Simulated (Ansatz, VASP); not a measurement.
## KF (Carobbiite): VASP beside Ansatz

Wanted: the spread between two codes on one cell, functional and k mesh. The cell is taken from a series of runs on this material, whose earlier steps may have relaxed, scaled, displaced or heated it; both programs get it as it stands.

Main program and level: Ansatz 0.2.0; plane waves, with VASP 6.6.1 beside it; zone-centre phonons at LDA.

## (1) The starting structure

The structure is cubic, space group Fm-3m (No. 225). Conventional cell: a = 5.344 Å, b = 5.344 Å, c = 5.344 Å, α = 90.00°, β = 90.00°, γ = 90.00°. Nearest to K lie 6 F at 2.67 Å. Nearest to F lie 6 K at 2.67 Å. Farther neighbours and most contacts between anions are not listed.

## (2) VASP: zone-centre phonons, LDA

Second derivatives magnify differences that forces hide, and they need a tight electronic threshold.

Lines of VASP's logs that name or quote its potential files are left out, and so is its time.

The input, INCAR:

```
SYSTEM = KF
PREC = Accurate
ENCUT = 600
EDIFF = 1E-08
NELM = 120
ISMEAR = 0
SIGMA = 0.01
LREAL = .FALSE.
ALGO = Normal
GGA = CA
NBANDS = 14
LORBIT = 11
LWAVE = .FALSE.
LCHARG = .FALSE.
ISIF = 2
IBRION = 8
LEPSILON = .TRUE.
LASPH = .TRUE.
GGA_COMPAT = .FALSE.
EFERMI = MIDGAP
```

The input, POSCAR:

```
KF
1.0
    0.0000000000      2.6718500000      2.6718500000
    2.6718500000      0.0000000000      2.6718500000
    2.6718500000      2.6718500000      0.0000000000
K F
1 1
Direct
    0.0000000000      0.0000000000      0.0000000000
    0.5000000000      0.5000000000      0.5000000000
```

The input, KPOINTS:

```
Automatic mesh
0
Gamma
4 4 4
0 0 0
```

The projector-augmented-wave data sets are K_sv and F (LDA family, release 64).

Launch:

```
$ mpirun -np 1 vasp_std
```

Numbers of over 12 decimals in the logs are rounded to 6 here.

Log:

```text
[banner, memory and clock lines left out]
running    1 mpi-ranks, on    1 nodes
 distrk:  each k-point on    1 cores,    1 groups
 distr:  one band on    1 cores,    1 groups

 POSCAR found type information on POSCAR K F
 POSCAR found :  2 types and       2 ions
 LDA part: xc-table for (Slater(with rela. corr.)+CA(PZ))
 , standard interpolation
 POSCAR, INCAR and KPOINTS ok, starting setup
 FFT: planning ... GRIDC
 FFT: planning ... GRID_SOFT
 FFT: planning ... GRID
 WAVECAR not read
 entering main loop
       N       E                     dE             d eps       ncg     rms          rms(c)
DAV:   1     0.130245175316E+03    0.13025E+03   -0.87222E+03   224   0.122E+03
DAV:   2    -0.367963107426E+01   -0.13392E+03   -0.11676E+03   280   0.324E+02
DAV:   3    -0.100219359292E+02   -0.63423E+01   -0.62912E+01   278   0.646E+01
DAV:   4    -0.102381335393E+02   -0.21620E+00   -0.21612E+00   318   0.109E+01
DAV:   5    -0.102398822466E+02   -0.17487E-02   -0.17486E-02   278   0.120E+00    0.606E+00
DAV:   6    -0.911614028406E+01    0.11237E+01   -0.34486E+00   236   0.155E+01    0.402E+00
DAV:   7    -0.906378777913E+01    0.52353E-01   -0.10704E-01   270   0.250E+00    0.238E+00
DAV:   8    -0.903562449123E+01    0.28163E-01   -0.50420E-02   242   0.230E+00    0.211E-01
DAV:   9    -0.903578910161E+01   -0.16461E-03   -0.34795E-03   312   0.488E-01    0.105E-01
DAV:  10    -0.903591514651E+01   -0.12604E-03   -0.38598E-04   264   0.204E-01    0.505E-02
DAV:  11    -0.903591617818E+01   -0.10317E-05   -0.73530E-05   298   0.944E-02    0.163E-02
DAV:  12    -0.903591415034E+01    0.20278E-05   -0.97135E-06   274   0.332E-02    0.251E-03
DAV:  13    -0.903591429867E+01   -0.14833E-06   -0.45041E-07   260   0.626E-03    0.242E-03
DAV:  14    -0.903591425165E+01    0.47016E-07   -0.14299E-07   274   0.369E-03    0.153E-04
DAV:  15    -0.903591425313E+01   -0.14750E-08   -0.33126E-09   178   0.553E-04
   1 F= -.90359143E+01 E0= -.90359143E+01  d E =0.000000E+00
 Linear response reoptimize wavefunctions to high precision
DAV:   1    -0.903591425368E+01   -0.55275E-09   -0.30975E-10   166   0.171E-04
DAV:   2    -0.903591425360E+01    0.82764E-10   -0.89750E-11   118   0.751E-05
 Linear response G [H, r] |phi>, progress :
  Direction:   1
       N       E                     dE             d eps       ncg     rms
RMM:   1    -0.507217338192E+02   -0.50722E+02    0.32722E+02   391   0.102E+02
RMM:   2    -0.519288516464E+02   -0.12071E+01   -0.42660E+00   380   0.188E+01
RMM:   3    -0.522171311625E+02   -0.28828E+00   -0.10944E+00   466   0.524E+00
RMM:   4    -0.522606568316E+02   -0.43526E-01   -0.23184E-01   493   0.174E+00
RMM:   5    -0.522702141221E+02   -0.95573E-02   -0.63517E-02   484   0.755E-01
RMM:   6    -0.522717252740E+02   -0.15112E-02   -0.16583E-02   490   0.357E-01
RMM:   7    -0.522721679206E+02   -0.44265E-03   -0.47590E-03   465   0.168E-01
RMM:   8    -0.522722773755E+02   -0.10945E-03    0.29752E-04   466   0.869E-02
RMM:   9    -0.522723095926E+02   -0.32217E-04   -0.25156E-03   469   0.417E-02
RMM:  10    -0.522723168754E+02   -0.72828E-05    0.23584E-03   447   0.216E-02
RMM:  11    -0.522723194141E+02   -0.25386E-05   -0.60718E-04   443   0.109E-02
RMM:  12    -0.522723199894E+02   -0.57532E-06   -0.63919E-04   409   0.580E-03
RMM:  13    -0.522723202067E+02   -0.21726E-06   -0.17594E-04   398   0.304E-03
RMM:  14    -0.522723202512E+02   -0.44545E-07   -0.21275E-04   369   0.156E-03
[...]
RMM:  21    -0.522723202272E+02    0.49662E-09   -0.79979E-06   164   0.720E-05
RMM:  22    -0.522723202272E+02    0.46114E-11   -0.66815E-06   167   0.597E-05
RMM:  23    -0.522723202272E+02    0.37943E-11   -0.40123E-06   149   0.518E-05
RMM:  24    -0.522723202272E+02    0.14765E-10   -0.30888E-06   141   0.468E-05
RMM:  25    -0.522723202272E+02    0.17899E-10   -0.19995E-06   130   0.439E-05
RMM:  26    -0.522723202272E+02    0.11767E-10   -0.14990E-06   126   0.419E-05
RMM:  27    -0.522723202272E+02    0.15945E-10   -0.84526E-07   115   0.409E-05
RMM:  28    -0.522723202271E+02    0.15874E-10    0.23447E-09   110   0.402E-05
 Linear response G [H, r] |phi>, progress :
  Direction:   2
       N       E                     dE             d eps       ncg     rms
RMM:   1    -0.503468191654E+02   -0.50347E+02    0.32852E+02   389   0.102E+02
RMM:   2    -0.513317894739E+02   -0.98497E+00   -0.40955E+00   378   0.189E+01
RMM:   3    -0.515976702692E+02   -0.26588E+00   -0.10258E+00   458   0.512E+00
[...]
Linear response to external field (no local field effect), progress :
  Direction:   3
       N       E                     dE             d eps       ncg     rms          rms(c)
RMM:   1    -0.114468138261E+00   -0.11447E+00   -0.18837E-01   467   0.267E+00
RMM:   2    -0.116924531063E+00   -0.24564E-02   -0.17162E-02   417   0.579E-01
RMM:   3    -0.118507048255E+00   -0.15825E-02   -0.30311E-03   455   0.194E-01
RMM:   4    -0.118691167368E+00   -0.18412E-03   -0.35224E-04   453   0.652E-02
RMM:   5    -0.118716944151E+00   -0.25777E-04   -0.63747E-05   433   0.275E-02
RMM:   6    -0.118722703721E+00   -0.57596E-05   -0.14286E-05   398   0.114E-02
RMM:   7    -0.118723689692E+00   -0.98597E-06   -0.30235E-06   374   0.490E-03
RMM:   8    -0.118723862936E+00   -0.17324E-06    0.66025E-07   370   0.215E-03
[...]
RMM:   4    -0.113458659545E+00   -0.17259E-02   -0.43721E-03   648   0.476E-01    0.108E-01
RMM:   5    -0.116138585056E+00   -0.26799E-02   -0.69136E-04   696   0.183E-01    0.176E-02
RMM:   6    -0.116473944790E+00   -0.33536E-03   -0.18483E-04   754   0.630E-02    0.103E-02
RMM:   7    -0.116597623039E+00   -0.12368E-03   -0.30341E-05   719   0.242E-02    0.344E-03
RMM:   8    -0.116568031435E+00    0.29592E-04   -0.69595E-06   745   0.110E-02    0.175E-03
RMM:   9    -0.116575274862E+00   -0.72434E-05   -0.27411E-06   764   0.490E-03    0.108E-03
RMM:  10    -0.116580184460E+00   -0.49096E-05   -0.37597E-06   746   0.229E-03    0.516E-04
RMM:  11    -0.116578459966E+00    0.17245E-05    0.71283E-07   732   0.106E-03    0.212E-04
RMM:  12    -0.116578255809E+00    0.20416E-06   -0.14784E-07   677   0.474E-04    0.122E-04
RMM:  13    -0.116578412380E+00   -0.15657E-06    0.10185E-07   630   0.221E-04    0.304E-05
RMM:  14    -0.116578267578E+00    0.14480E-06   -0.15993E-07   473   0.107E-04    0.506E-05
RMM:  15    -0.116578333321E+00   -0.65743E-07   -0.39782E-08   375   0.629E-05    0.148E-05
RMM:  16    -0.116578344431E+00   -0.11110E-07   -0.12856E-08   276   0.438E-05    0.904E-06
 change of polarisation eV/A/(eV/A) component  2 :     0.012     0.216    -0.008
 dielectric tensor                  component  2 :     0.056     2.025    -0.037
 Linear response to external field, progress :
  Direction:   3
       N       E                     dE             d eps       ncg     rms          rms(c)
RMM:   1    -0.118232200674E+00   -0.11823E+00   -0.20275E-01   764   0.270E+00
RMM:   2    -0.121307519497E+00   -0.30753E-02   -0.18456E-02   667   0.642E-01    0.656E-01
RMM:   3    -0.111731653876E+00    0.95759E-02   -0.11195E-02   627   0.692E-01    0.313E-01
RMM:   4    -0.113459369607E+00   -0.17277E-02   -0.43795E-03   644   0.476E-01    0.108E-01
RMM:   5    -0.116137653665E+00   -0.26783E-02   -0.68929E-04   694   0.183E-01    0.176E-02
RMM:   6    -0.116475343781E+00   -0.33769E-03   -0.18574E-04   755   0.630E-02    0.103E-02
RMM:   7    -0.116597565303E+00   -0.12222E-03   -0.30839E-05   715   0.241E-02    0.343E-03
RMM:   8    -0.116568028647E+00    0.29537E-04   -0.67002E-06   746   0.109E-02    0.174E-03
RMM:   9    -0.116575323739E+00   -0.72951E-05   -0.37429E-06   760   0.493E-03    0.108E-03
RMM:  10    -0.116580198895E+00   -0.48752E-05   -0.35038E-07   750   0.230E-03    0.501E-04
RMM:  11    -0.116578443084E+00    0.17558E-05   -0.73898E-07   723   0.106E-03    0.211E-04
RMM:  12    -0.116578312983E+00    0.13010E-06    0.11197E-07   660   0.486E-04    0.156E-04
RMM:  13    -0.116578567093E+00   -0.25411E-06    0.26373E-08   650   0.250E-04    0.770E-05
RMM:  14    -0.116578333556E+00    0.23354E-06   -0.43298E-08   485   0.120E-04    0.374E-05
RMM:  15    -0.116578379882E+00   -0.46326E-07    0.21822E-08   390   0.656E-05    0.141E-05
RMM:  16    -0.116578364071E+00    0.15810E-07    0.40141E-09   283   0.442E-05    0.893E-06
 change of polarisation eV/A/(eV/A) component  3 :     0.003     0.001     0.216
 dielectric tensor                  component  3 :     0.014     0.004     2.025
 Linear response DOF=           2
 Linear response progress:
  Degree of freedom:   1/  2
       N       E                     dE             d eps       ncg     rms          rms(c)
RMM:   1    -0.295921172500E+00   -0.29592E+00    0.15488E-01   560   0.387E+00
RMM:   2    -0.296950377912E+00   -0.10292E-02   -0.29276E-02   614   0.978E-01    0.433E-02
RMM:   3    -0.298456519904E+00   -0.15061E-02   -0.35879E-03   707   0.295E-01    0.302E-02
RMM:   4    -0.298576004840E+00   -0.11948E-03   -0.24319E-04   752   0.668E-02    0.230E-02
RMM:   5    -0.298613867332E+00   -0.37862E-04   -0.49525E-05   695   0.344E-02    0.362E-03
RMM:   6    -0.298617911041E+00   -0.40437E-05   -0.13528E-05   753   0.132E-02    0.268E-03
RMM:   7    -0.298618343037E+00   -0.43200E-06   -0.13898E-06   768   0.459E-03    0.217E-03
RMM:   8    -0.298602002542E+00    0.16340E-04   -0.71724E-08   687   0.299E-03    0.207E-03
RMM:   9    -0.298609118787E+00   -0.71162E-05    0.43264E-07   729   0.151E-03    0.205E-04
RMM:  10    -0.298609630469E+00   -0.51168E-06    0.13699E-06   798   0.517E-04    0.513E-05
RMM:  11    -0.298609789823E+00   -0.15935E-06    0.54663E-07   802   0.195E-04    0.183E-05
RMM:  12    -0.298609847882E+00   -0.58059E-07    0.98095E-08   825   0.830E-05    0.825E-06
RMM:  13    -0.298609882753E+00   -0.34871E-07   -0.55804E-09   799   0.331E-05    0.498E-06
RMM:  14    -0.298609886647E+00   -0.38939E-08    0.58757E-09   774   0.156E-05    0.257E-06
 first order change of Fermi-energy  -0.38736E-03
 force on displaced ion       1 direction 1 :  -1.253   0.000   0.000
 Born effective charge ion    1 direction 1 :   1.135   0.000   0.000
 Linear response progress:
  Degree of freedom:   2/  2
       N       E                     dE             d eps       ncg     rms          rms(c)
RMM:   1    -0.525109055211E+00   -0.52511E+00    0.59548E-01   646   0.406E+00
RMM:   2    -0.523255905649E+00    0.18531E-02   -0.45975E-03   566   0.589E-01    0.746E-02
RMM:   3    -0.524494539287E+00   -0.12386E-02   -0.89429E-04   601   0.156E-01    0.430E-02
RMM:   4    -0.526067898181E+00   -0.15734E-02   -0.35833E-04   580   0.102E-01    0.102E-02
RMM:   5    -0.526075322311E+00   -0.74241E-05   -0.69865E-05   701   0.285E-02    0.480E-03
RMM:   6    -0.526064317853E+00    0.11004E-04   -0.12274E-05   701   0.103E-02    0.230E-03
RMM:   7    -0.526050239920E+00    0.14078E-04   -0.16724E-06   698   0.412E-03    0.682E-04
RMM:   8    -0.526052419695E+00   -0.21798E-05   -0.39237E-07   724   0.171E-03    0.157E-04
RMM:   9    -0.526052394818E+00    0.24877E-07    0.38079E-08   751   0.680E-04    0.703E-05
RMM:  10    -0.526052301588E+00    0.93230E-07   -0.93708E-07   761   0.290E-04    0.523E-05
RMM:  11    -0.526052366735E+00   -0.65147E-07   -0.20647E-07   726   0.141E-04    0.869E-06
RMM:  12    -0.526052408124E+00   -0.41388E-07    0.17832E-07   760   0.576E-05    0.490E-06
RMM:  13    -0.526052418911E+00   -0.10788E-07    0.85757E-10   731   0.226E-05    0.311E-06
RMM:  14    -0.526052410453E+00    0.84585E-08    0.15062E-08   666   0.102E-05    0.165E-06
 first order change of Fermi-energy  -0.39189E-03
 force on displaced ion       2 direction 1 :  -1.216   0.000   0.000
 Born effective charge ion    2 direction 1 :  -1.136   0.000   0.000
 Born effective charges drift removed
 Linear response finished
```

OUTCAR, selected parts (step 2):

```text
ion  position               nearest neighbor table
   1  0.000  0.000  0.000-   2 2.67   2 2.67   2 2.67   2 2.67   2 2.67   2 2.67
   2  0.500  0.500  0.500-   1 2.67   1 2.67   1 2.67   1 2.67   1 2.67   1 2.67

  LATTYP: Found a face centered cubic cell.
 ALAT       =     5.3437000000

 Subroutine GETGRP returns: Found 48 space group operations
 (whereof 48 operations were pure point group operations)

The static configuration has the point symmetry O_h .

 Found      8 irreducible k-points:

   k-points           NKPTS =      8   k-points in BZ     NKDIM =      8   number of bands    NBANDS=     14

   dimension x,y,z NGX =    30 NGY =   30 NGZ =   30
   dimension x,y,z NGXF=    60 NGYF=   60 NGZF=   60

   ENCUT  =  600.0 eV  44.10 Ry    6.64 a.u.   7.55  7.55  7.55*2*pi/ulx,y,z

   NELECT =      16.0000    total number of electrons

 k-points in reciprocal lattice and weights: Automatic mesh
   0.00000000  0.00000000  0.00000000       0.016
   0.25000000  0.00000000  0.00000000       0.125
   0.50000000  0.00000000  0.00000000       0.062
   0.25000000  0.25000000  0.00000000       0.094
   0.50000000  0.25000000  0.00000000       0.375
  -0.25000000  0.25000000  0.00000000       0.188
   0.50000000  0.50000000  0.00000000       0.047
  -0.25000000  0.50000000  0.25000000       0.094

 average (electrostatic) potential at core
       1 -35.7020       2 -77.9729

  Total       -0.8217518     -0.8217518     -0.8217518      0.0000000      0.0000000     -0.0000000
  in kB      -34.5131843    -34.5131843    -34.5131843      0.0000000      0.0000000     -0.0000000
  external PRESSURE =     -34.5131843 kB  Pullay stress =       0.0000000 kB

  energy-cutoff  :      600.00
  volume of cell :       38.15
      direct lattice vectors                 reciprocal lattice vectors
     0.000000000  2.671850000  2.671850000    -0.187136254  0.187136254  0.187136254
     2.671850000  0.000000000  2.671850000     0.187136254 -0.187136254  0.187136254
     2.671850000  2.671850000  0.000000000     0.187136254  0.187136254 -0.187136254

 POSITION                                       TOTAL-FORCE (eV/Angst)
 -----------------------------------------------------------------------------------
      0.00000      0.00000      0.00000        -0.000000      0.000000      0.000000
      2.67185      2.67185      2.67185         0.000000     -0.000000     -0.000000
 -----------------------------------------------------------------------------------
    total drift:                                0.000000      0.000000      0.000000

 MACROSCOPIC STATIC DIELECTRIC TENSOR (including local field effects in DFT)
 ------------------------------------------------------
           2.025488     0.000000    -0.000000
           0.000000     2.025488    -0.000000
           0.000000     0.000000     2.025488
 ------------------------------------------------------

 PIEZOELECTRIC TENSOR (including local field effects)  for field in x, y, z        (C/m^2)
          XX          YY          ZZ          XY          YZ          ZX
  --------------------------------------------------------------------------------
  x     0.00000     0.00000     0.00000     0.00000     0.00000     0.00000
  y     0.00000     0.00000     0.00000     0.00000     0.00000     0.00000
  z     0.00000     0.00000     0.00000     0.00000     0.00000     0.00000

 BORN EFFECTIVE CHARGES (including local field effects) (in |e|, cummulative output)
 ---------------------------------------------------------------------------------
 ion    1
    1     1.13561     0.00000     0.00000
    2    -0.00000     1.13561     0.00000
    3     0.00000    -0.00000     1.13561
 ion    2
    1    -1.13561    -0.00000     0.00000
    2     0.00000    -1.13561    -0.00000
    3     0.00000     0.00000    -1.13561

 Eigenvectors and eigenvalues of the dynamical matrix
 ----------------------------------------------------

   1 f  =    4.845129 THz    30.442845 2PiTHz  161.616116 cm-1    20.037836 meV
             X         Y         Z           dx          dy          dz
      0.000000  0.000000  0.000000     0.000000    0.577647    0.000000
      2.671850  2.671850  2.671850     0.000000   -0.816287    0.000000

   2 f  =    4.845129 THz    30.442845 2PiTHz  161.616116 cm-1    20.037836 meV
             X         Y         Z           dx          dy          dz
      0.000000  0.000000  0.000000    -0.577647    0.000000    0.000000
      2.671850  2.671850  2.671850     0.816287    0.000000    0.000000

   3 f  =    4.845129 THz    30.442845 2PiTHz  161.616116 cm-1    20.037836 meV
             X         Y         Z           dx          dy          dz
      0.000000  0.000000  0.000000     0.000000    0.000000   -0.577647
      2.671850  2.671850  2.671850     0.000000    0.000000    0.816287

   4 f/i=    0.034334 THz     0.215730 2PiTHz    1.145275 cm-1     0.141996 meV
             X         Y         Z           dx          dy          dz
      0.000000  0.000000  0.000000     0.816287    0.000000    0.000000
      2.671850  2.671850  2.671850     0.577647    0.000000    0.000000

   5 f/i=    0.034334 THz     0.215730 2PiTHz    1.145275 cm-1     0.141996 meV
             X         Y         Z           dx          dy          dz
      0.000000  0.000000  0.000000     0.000000   -0.816287    0.000000
      2.671850  2.671850  2.671850     0.000000   -0.577647    0.000000

   6 f/i=    0.034334 THz     0.215730 2PiTHz    1.145275 cm-1     0.141996 meV
             X         Y         Z           dx          dy          dz
      0.000000  0.000000  0.000000     0.000000    0.000000    0.816287
      2.671850  2.671850  2.671850     0.000000    0.000000    0.577647

 MACROSCOPIC STATIC DIELECTRIC TENSOR IONIC CONTRIBUTION
 ------------------------------------------------------
           4.954937    -0.000000    -0.000000
          -0.000000     4.954937    -0.000000
          -0.000000    -0.000000     4.954937
 ------------------------------------------------------

 ELASTIC MODULI CONTR FROM IONIC RELAXATION (kBar)
 Direction    XX          YY          ZZ          XY          YZ          ZX
 --------------------------------------------------------------------------------
 XX           0.0000      0.0000      0.0000      0.0000      0.0000      0.0000
 YY           0.0000      0.0000      0.0000      0.0000      0.0000      0.0000
 ZZ           0.0000      0.0000      0.0000      0.0000      0.0000      0.0000
 XY           0.0000      0.0000      0.0000      0.0000      0.0000      0.0000
 YZ           0.0000      0.0000      0.0000      0.0000      0.0000      0.0000
 ZX           0.0000      0.0000      0.0000      0.0000      0.0000      0.0000
 --------------------------------------------------------------------------------

 PIEZOELECTRIC TENSOR IONIC CONTR  for field in x, y, z        (C/m^2)
          XX          YY          ZZ          XY          YZ          ZX
  --------------------------------------------------------------------------------
  x     0.00000     0.00000     0.00000     0.00000     0.00000     0.00000
  y     0.00000     0.00000     0.00000     0.00000     0.00000     0.00000
  z     0.00000     0.00000     0.00000     0.00000     0.00000     0.00000
```

(Continued in part 2 of 2.)

[Lines on the potential files, build, host, timing and source positions are cut from VASP's logs without a mark.]

[Logs are printed without paths, hosts, clocks, repeated set-up lines and the standing remarks that a program may print on its own settings, such as how far it seeks lower states.]

[Hosts, paths, dates, database ids (printed as entryN), source tags and the programs' standing remarks are cut or masked in the printed files.]
